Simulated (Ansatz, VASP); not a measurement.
## SrCl2: VASP beside Ansatz

Aim: how closely do two programs agree when they are given the same cell, functional and k mesh? The cell is taken from a series of runs on this material, whose earlier steps may have relaxed, scaled, displaced or heated it; both programs get it as it stands.

Calculated with Ansatz 0.2.0; plane waves, with VASP 6.6.1 beside it; zone-centre phonons at PBE.

### 1. Set-up

It takes space group Fm-3m (No. 225, cubic). The conventional cell has a = 7.006 Å, b = 7.006 Å, c = 7.006 Å, α = 90.00°, β = 90.00°, γ = 90.00°. Sr has 8 Cl at 3.03 Å nearest. Nearest to Cl lie 4 Sr at 3.03 Å. Farther neighbours and most contacts between anions are not listed.

Coordinates:

```cif
data_structure
_symmetry_space_group_name_H-M 'Fm-3m'
_symmetry_Int_Tables_number 225
_cell_length_a 7.0056
_cell_length_b 7.0056
_cell_length_c 7.0056
_cell_angle_alpha 90.000
_cell_angle_beta 90.000
_cell_angle_gamma 90.000
_cell_volume 343.82
loop_
_atom_site_label
_atom_site_type_symbol
_atom_site_symmetry_multiplicity
_atom_site_Wyckoff_symbol
_atom_site_fract_x
_atom_site_fract_y
_atom_site_fract_z
_atom_site_occupancy
Sr1 Sr 4 a 0.00000 0.00000 0.00000 1
Cl1 Cl 8 c 0.25000 0.75000 0.75000 1
```

### 2. Ansatz: zone-centre phonons, PBE

Ansatz runs on its default PAW (the set named soft_2) files.

Second derivatives magnify differences that forces hide, and they need a tight electronic threshold.

input.yaml

```yaml
crystal:
  lattice:
    - [0.0, 3.50278866, 3.50278866]
    - [3.50278866, 0.0, 3.50278866]
    - [3.50278866, 3.50278866, 0.0]
  atoms:
    - { symbol: Sr, position: [0.0, 0.0, 0.0] }
    - { symbol: Cl, position: [0.25, 0.25, 0.25] }
    - { symbol: Cl, position: [0.75, 0.75, 0.75] }
kpoints:
  mp_grid: { grid: [6, 6, 6] }
hamiltonian:
  xc: pbe
scf:
  occupations: { method: fixed }
output:
  eigenvalues: true
phonons:
  method: dfpt
  dielectric: true
  rigid_motions: translations
  qmesh: [2, 2, 2]
  temperatures: { t_max: 1000, t_step: 50 }
  qpath:
    path:
      - [[0.0, 0.0, 0.0], [0.5, 0.0, 0.5], [0.625, 0.25, 0.625]]
      - [[0.375, 0.375, 0.75], [0.0, 0.0, 0.0], [0.5, 0.5, 0.5], [0.5, 0.25, 0.75], [0.5, 0.0, 0.5]]
    npoints: 10
```

Command:

```sh
$ ansatz run input.yaml --threads 4 --pin off --max-ram 8192MiB --backend cpu --events-out ev --progress --plain --runs-dir out
```

Numbers of over 12 decimals in the logs are rounded to 6 here.

The program printed:

```text
Warning: phonons: the dynamical matrix that this run interpolates holds no multipole term above the dipole-dipole one, and a site of this crystal is no centre of inversion, so its interpolated transverse optical and acoustic branches and sound speeds can stay off near Gamma, and the density of states and the thermodynamics with them. What a run solves at a wave vector of phonons.qpoints, Gamma apart, where the deck admits one, is free of this, and under fd what a larger phonons.supercell samples
Engine: ansatz 0.2.0, aarch64-unknown-linux-gnu
Pseudopotentials: kind: paw
Pseudopotential: Sr, paw, valence charge 10, recommended cutoff 420 eV (normal), Sr.paw.azcp
Pseudopotential: Cl, paw, valence charge 7, recommended cutoff 420 eV (normal), Cl.paw.azcp
Functional definition: PBE
  parameter kappa = 0.804
  parameter beta = 0.066725
  exchange = pbe_x(kappa = kappa, mu = beta*pi^2/3)
  correlation = pbe_c(beta = beta)
Crystal: 3 atoms, lattice volume = 85.955 Å³
Basis set: ecut = 420 eV, 1687 PW (Γ), exchange–correlation on 72×72×72 points (8 copies of the dense FFT grid, shifted against one another)
Bands: 16, of which v1, the nominal top of the filled ones, is band 12 counted from 1 (11 counted from 0)
Symmetry: 48 space group operations
k-points: 46 of 216 (irreducible under 4 space group operations, time reversal used)
Non-local potential: Sr, projectors of the file, l = 0: 3, l = 1: 2, l = 2: 2
Non-local potential: Cl, projectors of the file, l = 0: 2, l = 1: 2, l = 2: 2
PAW form: soft (Blöchl's): semilocal exchange-correlation on the pseudo side does not see the compensation charge
PAW one-centre angular grid: Sr, 110 points (default); XC on 64 Gauss nodes
PAW one-centre angular grid: Cl, 110 points (default); XC on 64 Gauss nodes
Initial density: superposition of atomic densities (neutral atoms: chi_scale 0, normalization atom), corrected by the library's trained network
Initial wavefunctions: pseudopotential atomic-orbital guess
Functional: x = pbe(κ = 0.804, μ = 0.219515), c = pbe(β = 0.066725)
SCF iter   1: F=—  HF=-5710.728442 eV  |F-HF|=—  |Δ(HF+E_count)|=         —  Δρ=3.66e-4  dr2=8.06e-5  ethr=1.77e-3  ⟨swp⟩=6.5  Hψ=4395  notcnv=0  defer=72
preconditioner: auto → none  [insulator: Δε(μ)=5.294 eV  Ē_g=14.048 eV  n_scr=14 (ndim 8)  ℏωp=18.8 eV  f_vac=0.093  ε∞_Penn≈2.8]
SCF iter   2: F=—  HF=-5710.729788 eV  |F-HF|=—  |Δ(HF+E_count)|=   1.35e-3  Δρ=2.03e-4  dr2=2.21e-5  ethr=3.36e-7  ⟨swp⟩=3.1  Hψ=2333  notcnv=0  defer=87
SCF iter   3: F=—  HF=-5710.729809 eV  |F-HF|=—  |Δ(HF+E_count)|=   2.04e-5  Δρ=1.12e-4  dr2=3.95e-6  ethr=9.19e-8  ⟨swp⟩=2.0  Hψ=1053  notcnv=0  defer=82
SCF iter   4: F=—  HF=-5710.729847 eV  |F-HF|=—  |Δ(HF+E_count)|=   3.88e-5  Δρ=2.66e-5  dr2=6.58e-7  ethr=1.64e-8  ⟨swp⟩=2.0  Hψ=1294  notcnv=0  defer=71
SCF iter   5: F=—  HF=-5710.729847 eV  |F-HF|=—  |Δ(HF+E_count)|=   8.48e-7  Δρ=1.32e-5  dr2=1.49e-7  ethr=2.74e-9  ⟨swp⟩=3.0  Hψ=1280  notcnv=0  defer=14
SCF iter   6: F=—  HF=-5710.729847 eV  |F-HF|=—  |Δ(HF+E_count)|=   4.52e-9  Δρ=5.56e-6  dr2=2.53e-8  ethr=6.21e-10  ⟨swp⟩=2.4  Hψ=1030  notcnv=0  defer=14
SCF iter   7: F=—  HF=-5710.729847 eV  |F-HF|=—  |Δ(HF+E_count)|=  8.22e-10  Δρ=8.30e-7  dr2=5.58e-10  ethr=1.05e-10  ⟨swp⟩=2.0  Hψ=1054  notcnv=0  defer=14
SCF iter   8: F=-5710.729847 eV  HF=-5710.729847 eV  |F-HF|=1.00e-11  |Δ(HF+E_count)|=  1.13e-10  Δρ=1.91e-7  dr2=2.59e-11  ethr=1.00e-12  ⟨swp⟩=10.8  Hψ=5611  notcnv=0
SCF 1 converged in 8 iterations: F = -5710.729847 eV  dr2 = 2.59e-11
  greatest PAW one-centre occupation: 0.986 electrons in one spin orbital (limit 2), on the Sr atom at site 0 (counted from 0), in its partial waves of l = 0
NSCF: frozen V_eff on 2 k-points
DFPT response loops at Γ: preconditioner auto → none (the input reference at scf.mixing.eps_inf says where Resta's filter doesn't serve); β = 0.50; Broyden in place of MSR1
NSCF: frozen V_eff on 16 k-points
NSCF: frozen V_eff on 136 k-points
DFPT response loops at q = (0, 0, -0.5) (fractional): preconditioner auto → Resta (q_TF=auto, 2.206 Å⁻¹)  ε∞=3.4 (no band partly filled); β = 1.00, the filter's whole step (`scf.mixing.beta` (0.50) is not read by the response loops at its default; to damp them type it under 1.00, their step now; it binds the ground state too); Broyden in place of MSR1
NSCF: frozen V_eff on 92 k-points
DFPT response loops at q = (0, -0.5, -0.5) (fractional): preconditioner auto → none (the input reference at scf.mixing.eps_inf says where Resta's filter doesn't serve); β = 0.50; Broyden in place of MSR1
SCF converged after 8 iterations
Free energy (F): -5710.729847 eV
Harris-Foulkes:  -5710.729847 eV  (|F-HF|=1.00e-11)
Internal energy: -5710.729847 eV  (E = F + TS)
E sigma→0 (E₀):  -5710.729847 eV
Fermi energy:    2.981999 eV
--- Per-component energies (eV) ---
  E_band       = -149.698774
  E_kinetic    = 568.208396
  E_local      = -1189.553771  (includes V_loc(G=0)·N_el)
  E_nonlocal   = 258.774348
  E_hartree    = 327.610772
  E_xc         = -388.923857
  E_vxc        = -407.812779  (∫ρ·V_xc dr)
  E_paw        = -4013.349420  (= ΣΔE_a)
  E_vpaw       = -34.536803  (= ΣTr[D̂ρ^β])
  E_aug_tail   = 0.000180  (compensation charges beyond the density's cutoff)
  E_ewald      = -1273.496495
  E_smearing   = -0.000000  (= −TS)
  E_closure    = -0.000000  (closes the sum)
  Σ components = -5710.729847   (vs F -5710.729847, Δ=0.00e0)
--- Band table (eV; the first three rows and the last of 46) ---
  k-point 0: bands = [... 8 lower, 0.9066, 2.6526, 2.6526, 2.6526, 8.2770, 9.0886, 9.0886, 11.9340]
  k-point 1: bands = [... 8 lower, 1.0855, 2.3481, 2.5077, 2.5077, 8.8635, 9.2903, 9.2903, 10.9590]
  k-point 2: bands = [... 8 lower, 1.4255, 1.8397, 2.1846, 2.1846, 9.6049, 9.6049, 9.7858, 10.9287]
  k-point 45: bands = [... 8 lower, 1.7057, 1.8258, 2.5863, 2.6726, 9.2267, 9.9465, 10.2808, 10.4389]
--- Phonons (Γ-DFPT): 2 representative perturbations + reference, on 46 of 216 k-points (Σ response iterations 6) ---
  k mesh reduced under 4 symmetry operations, with k and −k counted as one. Each operation leaves every solved perturbation unchanged. A smaller set is not considered because the run solves the response to a homogeneous field
  ASR residual: 4.604e-4 → 0.000e0 eV/Å²; symmetrization residual: 9.203e-7 eV/Å²
  ASR residual per site (eV/Å²): 4.60e-4 2.20e-4 2.20e-4
  Γ frequencies (cm⁻¹): 0.00 0.00 0.00 131.32 131.32 131.32 175.35 175.35 175.35
  ε∞ (high-frequency dielectric tensor):
        2.898937    -0.000000    -0.000000
        0.000000     2.898937     0.000000
        0.000000     0.000000     2.898937
  ε⁰ (static dielectric tensor: ions relaxed, cell fixed):
        8.178337     0.000000    -0.000000
        0.000000     8.178337    -0.000000
       -0.000000    -0.000000     8.178337
  ε⁰ − ε∞ (ionic part):
        5.279399     0.000000    -0.000000
        0.000000     5.279399    -0.000000
       -0.000000    -0.000000     5.279399
  softest optical mode at Γ: 131.32 cm⁻¹; the repairs (sum rule, projections) moved no ω² at Γ by more than (1.32 cm⁻¹)²
  Born effective charges Z* (e; rows j = field, columns β = displacement):
    site 0:
         2.49643   -0.00000   -0.00000
         0.00000    2.49643    0.00000
         0.00000   -0.00000    2.49643
    site 1:
        -1.24822    0.00000    0.00000
        -0.00000   -1.24822   -0.00000
         0.00000    0.00000   -1.24822
    site 2:
        -1.24822    0.00000   -0.00000
        -0.00000   -1.24822   -0.00000
         0.00000    0.00000   -1.24822
  Z* charge neutrality: 2.490e-5 e pre-enforcement
  k-mesh period / interband length: 29.7 Å / 1.27 Å = 23.47 at k = (0.0000, 0.0000, 0.0000), direct gap 5.624 eV — 14 or more, which is no proof of convergence
  optical modes at Γ without the LO–TO term, one row a degenerate level:
      ω (cm⁻¹)  modes    IR ((D/Å)²/amu)
        131.32      3            11.0067
        175.35      3             0.0000
  optical modes at Γ + LO–TO along q̂ = [1.0000, 0.0000, 0.0000]:
      ω (cm⁻¹)  modes    IR ((D/Å)²/amu)
        131.32      2             7.3378
        175.35      3             0.0000
        220.56      1             3.6689
  optical modes at Γ + LO–TO along q̂ = [0.0000, 1.0000, 0.0000]:
      ω (cm⁻¹)  modes    IR ((D/Å)²/amu)
        131.32      2             7.3378
        175.35      3             0.0000
        220.56      1             3.6689
  optical modes at Γ + LO–TO along q̂ = [0.0000, 0.0000, 1.0000]:
      ω (cm⁻¹)  modes    IR ((D/Å)²/amu)
        131.32      2             7.3378
        175.35      3             0.0000
        220.56      1             3.6689
--- Phonons (arbitrary-q DFPT): 3 irreducible q on the 2×2×2 mesh ---
  q = [0.0000, 0.0000, 0.0000] (star 1, of the zone-centre solve; hermiticity 6.68e-7, symmetrization 1.65e-8): -0.00 0.00 0.00 131.32 131.32 131.32 175.35 175.35 175.35
  q = [0.0000, 0.0000, -0.5000] (star 4, 2 solved perturbations on 68 of 216 k-point pairs; hermiticity 1.08e-6, symmetrization 1.94e-13): 64.99 64.99 123.84 150.86 150.86 151.01 151.01 163.08 172.77
  q = [0.0000, -0.5000, -0.5000] (star 3, 4 solved perturbations in 152 linear systems a pass and spin channel, the states on 46 of 216 k-point pairs; hermiticity 3.78e-7, symmetrization 8.86e-14): 66.88 76.93 76.93 94.30 94.30 147.42 182.84 182.84 204.95
  sum rule: each row above includes the acoustic sum rule's correction from the zone centre's row sums; it moved no ω² by more than (1.30 cm⁻¹)²
  mesh force constants: q→R imaginary residual 3.68e-17; ASR residual 4.604e-4 → 0.000e0 eV/Å²; symmetrization residual 1.221e-15 eV/Å²
  interpolated dispersion: 63 rows × 9 modes
  density of states and harmonic sums: on the 16×16×16 q-mesh, interpolated from the force constants of a 2×2×2 supercell (with the dipole–dipole term)
  largest difference from the sums on the solved wave vectors: F 7.72e-2 eV, S 1.09e-4 and C_V 3.22e-5 eV/K
  zero-point energy: 0.072150 eV/cell   skipped modes (ω ≤ 0): 3   left out of the sums: 8.14e-5 of the cell's modes: C_V's classical limit lies that fraction below 3 k_B per atom; for a crystal, a wire or a layer, F and S can be off by more, and a phonons.interpolated_qmesh denser along its periods is the remedy for the sampling
```

Reading the cycles: dr2 is the Hartree energy of the density residual (eV), the measure of convergence; HF is the Harris–Foulkes estimate of the energy, which meets the free energy F at convergence.

[end of part 1 of 3]

[Lines on the potential files, build, host, timing and source positions are cut from VASP's logs without a mark.]

[Logs are printed without paths, hosts, clocks, repeated set-up lines and the standing remarks that a program may print on its own settings, such as how far it seeks lower states.]

[Hosts, paths, dates, database ids (printed as entryN), source tags and the programs' standing remarks are cut or masked in the printed files.]
